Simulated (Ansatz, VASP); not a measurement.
# Cross-check of HfO2 between VASP and Ansatz, part 2 of 2

Wanted: the spread between two codes on one cell, functional and k mesh. Of the first pair: The structure shown is the end of the Ansatz relaxation below.

VASP 6.6.1 and Ansatz 0.2.0.

So far. Step 3 (VASP: single point, LDA, relaxed cell, pair 1): The run ends at a pressure of -0.35 GPa, with forces up to 0.19 eV/Å.

## 6. Ansatz: relaxation, LDA

Level of this step: Ansatz beside VASP: Kohn-Sham DFT, plane waves, LDA (Ansatz).

The two programs are compared at the cell with which this relaxation starts, whose forces are those of its first step.

The structure compared here is the start of the Ansatz relaxation; VASP solves that cell, so the two are compared at the walk's first step.

input.yaml

```yaml
crystal:
  lattice:
    - [3.24, 0.0, 0.0]
    - [-1.62, 2.80592, 0.0]
    - [0.0, 0.0, 20.0]
  atoms:
    - { symbol: Hf, position: [0.0, 0.0, 0.5] }
    - { symbol: O, position: [0.333333, 0.666667, 0.55635] }
    - { symbol: O, position: [0.666667, 0.333333, 0.44365] }
  periodic: [true, true, false]
kpoints:
  mp_grid: { grid: [9, 9, 1] }
hamiltonian:
  xc: lda
scf:
  occupations: { method: gaussian, width: 0.1 }
output:
  forces: true
  stress: true
  eigenvalues: true
relax:
  adjacent_minimum: "off"
  f_tol: 0.05
  max_steps: 80
  cell: { stress_2d_tol: 0.02 }
```

On the command line:

```console
ansatz run input.yaml --threads 4 --pin off --max-ram 14336MiB --backend cpu --events-out ev --progress --plain --runs-dir out
```

Numbers of over 12 decimals in the logs are rounded to 6 here.

Output:

```text
[...]
--- Band table (eV; the first three rows and the last of 12) ---
[...]
--- Relaxed structure (6 steps of the walk, 6 accepted, 2 SCFs on fresh bases) ---
[...]
cell:  # Å, volume = 250.3835 Å³
    - [3.195824, 0.0, 0]
    - [-1.597912, 2.767665, 0]
    - [0, 0, 28.308]
  atoms:
    - { symbol: Hf, position: [0, 0, 0.353257] }
    - { symbol: O, position: [0.333333, 0.666667, 0.386966] }
    - { symbol: O, position: [0.666667, 0.333333, 0.319548] }
[key lines of the parts left out:]
SCF converged after 7 iterations
Free energy (F): -16592.135173 eV
Fermi energy:    -5.755403 eV
P = ½ c Tr σ = -0.0078 N/m
```

## 7. VASP: single point, LDA, start cell, pair 2

The same cell, functional (in two slightly different forms), mesh and smearing now go to VASP, with its own data sets.

INCAR

```
SYSTEM = HfO2
PREC = Accurate
ENCUT = 520
EDIFF = 1E-06
NELM = 120
ISMEAR = 0
SIGMA = 0.1
LREAL = .FALSE.
ALGO = Normal
GGA = PW92
NBANDS = 17
LASPH = .TRUE.
LORBIT = 11
LWAVE = .FALSE.
LCHARG = .FALSE.
ISIF = 2
LDIPOL = .TRUE.
IDIPOL = 3
DIPOL = 0.5 0.5 0.353
LVHAR = .TRUE.
GGA_COMPAT = .FALSE.
EFERMI = MIDGAP
NELMDL = -8
```

POSCAR

```
HfO2
1.0
    3.2399990000      0.0000000000      0.0000000000
   -1.6199990000      2.8059210000      0.0000000000
    0.0000000000      0.0000000000     28.3080000000
Hf O
1 2
Direct
    0.0000000000      0.0000000000      0.3532570298
    0.3333333333      0.6666666667      0.3930690970
    0.6666666667      0.3333333333      0.3134449626
```

KPOINTS

```
Automatic mesh
0
Gamma
9 9 1
0 0 0
```

The projector-augmented-wave data sets are Hf_pv and O (LDA family, release 64).

On the command line:

```console
mpirun -np 1 vasp_std
```

Output:

```text
[banner, memory and clock lines left out]
running    1 mpi-ranks, on    1 nodes
[...]
[... a notice as in an earlier step ...]

 LDA part: xc-table for (Slater(with rela. corr.)+PW92), standard interpolation
 POSCAR, INCAR and KPOINTS ok, starting setup
[...]
entering main loop
       N       E                     dE             d eps       ncg     rms          rms(c)
DAV:   1     0.136991920613E+03    0.13699E+03   -0.10017E+04   504   0.944E+02
DAV:   2    -0.172924779035E+02   -0.15428E+03   -0.14609E+03   565   0.215E+02
DAV:   3    -0.364548631784E+02   -0.19162E+02   -0.19098E+02   496   0.793E+01
DAV:   4    -0.367411090757E+02   -0.28625E+00   -0.28560E+00   631   0.111E+01
[...]
DAV:  22    -0.315074264139E+02   -0.58943E-05   -0.14931E-07   492   0.130E-03    0.137E-03
DAV:  23    -0.315074329836E+02   -0.65697E-05   -0.24526E-07   441   0.142E-03    0.376E-04
DAV:  24    -0.315074338844E+02   -0.90080E-06   -0.15423E-08   453   0.435E-04
   1 F= -.31507434E+02 E0= -.31507434E+02  d E =-.459664-167
```

From OUTCAR (step 7):

```text
  Total       -5.9244038     -5.9244020     -7.3154362     -0.0000011      0.0000000      0.0000000
  in kB      -36.8829572    -36.8829456    -45.5429658     -0.0000066      0.0000000      0.0000000
  external PRESSURE =     -39.7696229 kB  Pullay stress =       0.0000000 kB

 POSITION                                       TOTAL-FORCE (eV/Angst)
 -----------------------------------------------------------------------------------
      0.00000      0.00000     10.00000         0.000000      0.000000      0.000000
      0.00000      1.87061     11.12700        -0.000000     -0.000000     -3.226221
      1.62000      0.93531      8.87300        -0.000000      0.000000      3.226221
 -----------------------------------------------------------------------------------
    total drift:                               -0.000000     -0.000000      0.000048

  FREE ENERGIE OF THE ION-ELECTRON SYSTEM (eV)
  ---------------------------------------------------
  free  energy   TOTEN  =       -31.5074338844 eV

  energy  without entropy=      -31.5074338844  energy(sigma->0) =      -31.50743388

[... 1 part as in an earlier step ...]

[... 2 further parts left out ...]
[key lines of the parts left out:]
E-fermi :  -5.3783
```

The run ends at a pressure of -3.98 GPa, with forces up to 3.2 eV/Å.

## 8. Comparison

What differs besides the data sets and the points named for the pairs above, as far as they apply: the data sets hold 38 valence electrons in Ansatz (on its default PAW (the set named soft_2) files) and 22 in VASP; Ansatz takes its cutoff from its data sets, VASP runs at 520 eV. Total energies have different zeros and are not compared.

Forces (eV/Å; atoms numbered as in POSCAR):

```
atom        Ansatz x, y, z          VASP x, y, z
 Hf1   0.000, 0.000, 0.000   0.000, 0.000, 0.000
  O2  0.000, 0.000, -3.068  0.000, 0.000, -3.226
  O3   0.000, 0.000, 3.068   0.000, 0.000, 3.226
```

The forces differ by 74 meV/Å r.m.s., which is 4.9 % of the r.m.s. force of 1.521 eV/Å (both taken over all components). With vacuum in the cell, a pressure given here is an average over mostly empty space and none of the material.

## 9. Ansatz: relaxation, LDA

This run makes the geometry at which the two programs are then compared.

The structure compared here is the end of the Ansatz relaxation.

input.yaml is that of step 6.

On the command line:

```console
ansatz run input.yaml --threads 4 --pin off --max-ram 14336MiB --backend cpu --events-out ev --progress --plain --runs-dir out
```

Output:

```text
[...]
SCF iter   2: F=—  HF=-16592.135120 eV  |F-HF|=—  |Δ(HF+E_count)|=   5.69e-6  Δρ=5.26e-5  dr2=2.27e-6  ethr=1.10e-8  ⟨swp⟩=3.2  Hψ=586  notcnv=0
[...]
--- Band table (eV; the first three rows and the last of 12) ---
[...]
--- Relaxed structure (6 steps of the walk, 6 accepted, 2 SCFs on fresh bases) ---
[...]
cell:  # Å, volume = 250.3835 Å³
    - [3.195824, 0.0, 0]
    - [-1.597912, 2.767665, 0]
    - [0, 0, 28.308]
  atoms:
    - { symbol: Hf, position: [0, 0, 0.353257] }
    - { symbol: O, position: [0.333333, 0.666667, 0.386966] }
    - { symbol: O, position: [0.666667, 0.333333, 0.319548] }
[key lines of the parts left out:]
SCF converged after 7 iterations
Free energy (F): -16592.135173 eV
Fermi energy:    -5.755403 eV
P = ½ c Tr σ = -0.0078 N/m
```

## 10. VASP: single point, LDA, relaxed cell, pair 3

The same cell, functional (in two slightly different forms), mesh and smearing now go to VASP, with its own data sets.

INCAR is that of step 7.

POSCAR

```
HfO2
1.0
    3.1958244260      0.0000000000      0.0000000000
   -1.5979122130      2.7676651389      0.0000000000
    0.0000000000      0.0000000000     28.3080000000
Hf O
1 2
Direct
    0.0000000000      0.0000000000      0.3532570298
    0.3333333333      0.6666666667      0.3869659292
    0.6666666667      0.3333333333      0.3195481304
```

KPOINTS is that of step 7.

On the command line:

```console
mpirun -np 1 vasp_std
```

Output:

```text
[... set-up lines as in an earlier step ...]
 entering main loop
       N       E                     dE             d eps       ncg     rms          rms(c)
DAV:   1     0.145632105042E+03    0.14563E+03   -0.10367E+04   512   0.956E+02
DAV:   2    -0.180847282650E+02   -0.16372E+03   -0.15472E+03   590   0.216E+02
[... 24 cycles as in an earlier step ...]
   1 F= -.32225160E+02 E0= -.32225160E+02  d E =0.000000E+00
```

OUTCAR, selected parts (step 10):

```text
[... 6 parts as in an earlier step ...]

[... 1 further part left out ...]
[key lines of the parts left out:]
E-fermi :  -4.3439
```

The run ends at a pressure of -0.35 GPa, with forces up to 0.19 eV/Å.

## 11. Side by side

What differs besides the data sets and the points named for the pairs above, as far as they apply: the data sets hold 38 valence electrons in Ansatz (on its default PAW (the set named soft_2) files) and 22 in VASP. Total energies have different zeros and are not compared.

The two programs side by side:

```
              quantity  Ansatz   VASP  difference
gap on the k mesh (eV)   4.923  4.949      -0.026
```

Forces (eV/Å; atoms numbered as in POSCAR):

```
atom       Ansatz x, y, z          VASP x, y, z
 Hf1  0.000, 0.000, 0.000   0.000, 0.000, 0.000
  O2  0.000, 0.000, 0.000  0.000, 0.000, -0.185
  O3  0.000, 0.000, 0.000   0.000, 0.000, 0.185
```

The forces differ by 87 meV/Å r.m.s., where the r.m.s. force is 0.000 eV/Å in Ansatz and 0.087 eV/Å in VASP: the atoms lie near their places of rest in Ansatz, so a percentage would say little (all taken over all components). A gap on the mesh is an upper bound, since the band edges may lie between its points; neither run holds spin-orbit coupling, which can move the band edges of a compound of Hf. With vacuum in the cell, a pressure given here is an average over mostly empty space and none of the material.

## 12. Outcome

- r.m.s. force difference (single point, LDA, relaxed cell, pair 1): 87 meV/Å
- r.m.s. force difference (single point, LDA, start cell, pair 2): 4.9 % of the r.m.s. force
- r.m.s. force difference (single point, LDA, relaxed cell, pair 3): 87 meV/Å

**Reading.** The r.m.s. force difference is 87 meV/Å (single point, LDA, relaxed cell, pair 1), beyond the 12 meV/Å picked in this series as the mark of a large difference. The data sets hold unlike numbers of valence electrons (38 in Ansatz and 22 in VASP), so part of the differences comes from the potentials. Single point, LDA, relaxed cell, pair 1, VASP with the data sets Hf_sv and O: r.m.s. force difference goes from 87 to 43 meV/Å. What causes the difference of the single point, LDA, start cell, pair 2 pair stays open here. What causes the difference of the single point, LDA, relaxed cell, pair 3 pair stays open here. How closely two codes agree says nothing of how well the functional describes the real material.

[Lines on the potential files, build, host, timing and source positions are cut from VASP's logs without a mark.]

[Logs are printed without paths, hosts, clocks, repeated set-up lines and the standing remarks that a program may print on its own settings, such as how far it seeks lower states.]

[Hosts, paths, dates, database ids (printed as entryN), source tags and the programs' standing remarks are cut or masked in the printed files.]
